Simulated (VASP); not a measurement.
# SrAl in VASP: reference runs

Reference runs on SrAl: the cell as given.

Program: VASP 6.6.1. These are calculated values, not measurements. Logs are shortened: lines on timing, memory, paths and dates and some standing lists are left out, and cuts for length are marked.

## (1) The sheet as given

The cell holds a sheet with vacuum, 2 atoms: a = 3.668 Å, b = 3.668 Å, c = 30.263 Å, α = 90.00°, β = 90.00°, γ = 120.00°.

The cell was built by a generator and needn't be a form met in nature.

## (2) Single point, PBE

The input, INCAR:

```
SYSTEM = SrAl
PREC     = Accurate       ! precision mode
ENCUT    = 520            ! plane-wave cutoff, eV
EDIFF    = 1E-7           ! SCF threshold, eV
ISMEAR   = -1             ! smearing method
SIGMA    = 0.05           ! smearing width, eV
LREAL    = .FALSE.        ! projectors in reciprocal space
LASPH    = .TRUE.         ! aspherical terms in the spheres
NELM     = 100            ! most SCF steps
ALGO     = Normal         ! electronic algorithm
ISIF     = 2              ! what is computed and relaxed
LWAVE    = .FALSE.        ! write WAVECAR
LCHARG   = .FALSE.        ! write CHGCAR
LDIPOL   = .TRUE.       
IDIPOL   = 3            
DIPOL    = 0.5 0.5 0.281
GGA      = PE             ! functional
NBANDS   = 14             ! bands
```

The input, KPOINTS:

```
Automatic mesh
0
G
  8 8 1
  0 0 0
```

The input, POSCAR:

```
SrAl
1.0
    3.6678800000      0.0000000000      0.0000000000
   -1.8339400000      3.1764800000      0.0000000000
    0.0000000000      0.0000000000     30.2631000000
Sr Al
1 1
Direct
    0.0000000000      0.0000000000      0.2261600000
    0.0000000000      0.0000000000      0.3355800000
```

Potentials or basis: VASP PAW PBE potentials, release 64 (Sr_sv, Al).

On the command line:

```bash
> cat potpaw_PBE.64/Sr_sv/POTCAR potpaw_PBE.64/Al/POTCAR > POTCAR
> mpirun -np 1 vasp_std > vasp.out
```

OUTCAR:

```text
SYSTEM = SrAl
   PREC = Accurate
   ENCUT = 520
   EDIFF = 1E-7
   ISMEAR = -1
   LREAL = .FALSE.
   LASPH = .TRUE.
   NELM = 100
   ISIF = 2
   GGA = PE

 ion  position               nearest neighbor table
   1  0.000  0.000  0.226-   2 3.31
   2  0.000  0.000  0.336-   1 3.31

  LATTYP: Found a hexagonal cell.
 ALAT       =     3.6678800000
 C/A-ratio  =     8.2508424485

  Lattice vectors:

 A1 = (   3.6678800000,   0.0000000000,   0.0000000000)
 A2 = (  -1.8339400000,   3.1764800000,   0.0000000000)
 A3 = (   0.0000000000,   0.0000000000,  30.2631000000)

Analysis of symmetry for initial positions (statically):
=====================================================================
 Subroutine PRICEL returns:
 Original cell was already a primitive cell.

 Routine SETGRP: Setting up the symmetry group for a
 hexagonal supercell.

 Subroutine GETGRP returns: Found 12 space group operations
 (whereof 12 operations were pure point group operations)
 out of a pool of 24 trial point group operations.

The static configuration has the point symmetry C_6v.

Analysis of symmetry for dynamics (positions and initial velocities):
=====================================================================
 Subroutine PRICEL returns:
 Original cell was already a primitive cell.

 Routine SETGRP: Setting up the symmetry group for a
 hexagonal supercell.

 Subroutine GETGRP returns: Found 12 space group operations
 (whereof 12 operations were pure point group operations)
 out of a pool of 24 trial point group operations.

The dynamic configuration has the point symmetry C_6v.

 Subroutine INISYM returns: Found 12 space group operations
 (whereof 12 operations are pure point group operations),
 and found     1 'primitive' translations

----------------------------------------------------------------------------------------

                                     Primitive cell

  volume of cell :     352.5938

  direct lattice vectors                    reciprocal lattice vectors
     3.667880000  0.000000000  0.000000000     0.272637055  0.157406941  0.000000000
    -1.833940000  3.176480000  0.000000000     0.000000000  0.314813882  0.000000000
     0.000000000  0.000000000 30.263100000     0.000000000  0.000000000  0.033043541

  length of vectors
     3.667880000  3.667882375 30.263100000     0.314814086  0.314813882  0.033043541

  position of ions in fractional coordinates (direct lattice)
     0.000000000  0.000000000  0.226160000
     0.000000000  0.000000000  0.335580000

[... 78 lines left out ...]
   IALGO  =     38    algorithm
   IMIX   =      4    mixing-type and parameters
     AMIX     =   0.40;   BMIX     =  1.00
     AMIX_MAG =   1.60;   BMIX_MAG =  1.00
  volume/ion in A,a.u.               =     176.30      1189.71
  Fermi-wavevector in a.u.,A,eV,Ry     =   0.544876  1.029666  4.039433  0.296890
  Thomas-Fermi vector in A             =   1.573993
   LORBIT       =      0    0 simple, 1 ext, 2 COOP (PROOUT), +10 PAW based schemes
   GGA     = PE    functional components
   LHFCALC =     F    Hartree Fock is set to
   AEXX    =    0.0000 exact exchange contribution
   IVDW    =     0    specifies the selected vdW correction
   LEPSILON=     F    determine dielectric tensor
   LRPA    =     F    only Hartree local field effects (RPA)
 non-spin polarized calculation
  energy-cutoff  :      520.00
  volume of cell :      352.59
 maximum number of plane-waves:      9538
 NGX is ok and might be reduce to    28
   NGX = 13   NGY = 13   NGZ =113

 dipolmoment           0.000000      0.000000     -0.000002 electrons x Angstroem

 number of electron      13.0000000 magnetization

 dipolmoment           0.000000      0.000000      0.084475 electrons x Angstroem

 Free energy of the ion-electron system (eV)
  ---------------------------------------------------
  ext. energy  EPLUGINS =         0.00000000
  ---------------------------------------------------
  free energy    TOTEN  =        -3.22127424 eV

  energy without entropy =       -3.19832389  energy(sigma->0) =       -3.20979906

 E-fermi :  -2.2502     XC(G=0):  -2.2438

 val. band max:       -2.2643952013   @ k =   0.2500   0.2500   0.0000
 cond. band min:      -2.2300353063   @ k =   0.2500   0.0000   0.0000
 fundamental gap:      0.0343598950
 Fermi energy:        -2.2501650040

 k-point     1 :       0.0000    0.0000    0.0000
  band No.  band energies     occupation
      1     -38.5458      2.00000
      2     -20.6352      2.00000
      3     -20.2413      2.00000
      4     -20.2413      2.00000
      5      -8.0187      2.00000
      6      -4.9813      2.00000
      7      -2.8161      1.99998
      8      -1.7311      0.00006
      9       0.5710      0.00000
     10       0.7014      0.00000
     11       0.7014      0.00000
     12       1.1223      0.00000
     13       1.2000      0.00000
     14       2.0081      0.00000
[... 139 lines left out ...]
      1     -38.4716      2.00000
      2     -20.7632      2.00000
      3     -20.5919      2.00000
      4     -20.5232      2.00000
      5      -4.8960      2.00000
      6      -2.9556      2.00000
      7      -1.8535      0.00072
      8      -1.2937      0.00000
      9      -1.0886      0.00000
     10      -0.6066      0.00000
     11      -0.3840      0.00000
     12       0.3890      0.00000
     13       1.8237      0.00000
     14       3.3508      0.00000

------------------------ aborting loop because EDIFF is reached ----------------------------------------

 vacuum level on the upper side and lower side of the slab       (xc-potential included)         0.635        -0.657

  FORCE on cell =-STRESS in cart. coord.  units (eV):
  Direction    XX          YY          ZZ          XY          YZ          ZX
  --------------------------------------------------------------------------------------
  -------------------------------------------------------------------------------------
  Total       -0.0893875     -0.0893876      0.0327327      0.0000000     -0.0000000     -0.0000000
  in kB       -0.4061745     -0.4061752      0.1487367      0.0000000     -0.0000000     -0.0000000
  external PRESSURE =      -0.2212043 kB  Pullay stress =       0.0000000 kB

 VOLUME and BASIS-vectors are now :
 -----------------------------------------------------------------------------
  energy-cutoff  :      520.00
  volume of cell :      352.59
      direct lattice vectors                 reciprocal lattice vectors
     3.667880000  0.000000000  0.000000000     0.272637055  0.157406941  0.000000000
    -1.833940000  3.176480000  0.000000000     0.000000000  0.314813882  0.000000000
     0.000000000  0.000000000 30.263100000     0.000000000  0.000000000  0.033043541

 POSITION                                       TOTAL-FORCE (eV/Angst)
 -----------------------------------------------------------------------------------
      0.00000      0.00000      6.84430        -0.000000      0.000000     -0.010315
      0.00000      0.00000     10.15569         0.000000     -0.000000      0.010315
 -----------------------------------------------------------------------------------
    total drift:                               -0.000000     -0.000000      0.000240

  FREE ENERGIE OF THE ION-ELECTRON SYSTEM (eV)
  ---------------------------------------------------
  free  energy   TOTEN  =        -3.2212742387 eV

  energy  without entropy=       -3.1983238872  energy(sigma->0) =       -3.20979906

 vacuum level on the upper side and lower side of the slab         1.973         0.636
```

Run time: 2.9 min. Hardware: 1 thread of AMD EPYC 7R43 (Zen 3), shared host; peak memory 0.41 GiB.

What came out:

- Free energy: -3.2213 eV
- Largest force: 0.010 eV/Å
- Band gap on the k mesh: none (metal or under the smearing width)

Forces on the atoms (eV/Å):
```
Sr   0.000  0.000 -0.010
Al   0.000  0.000  0.010
```
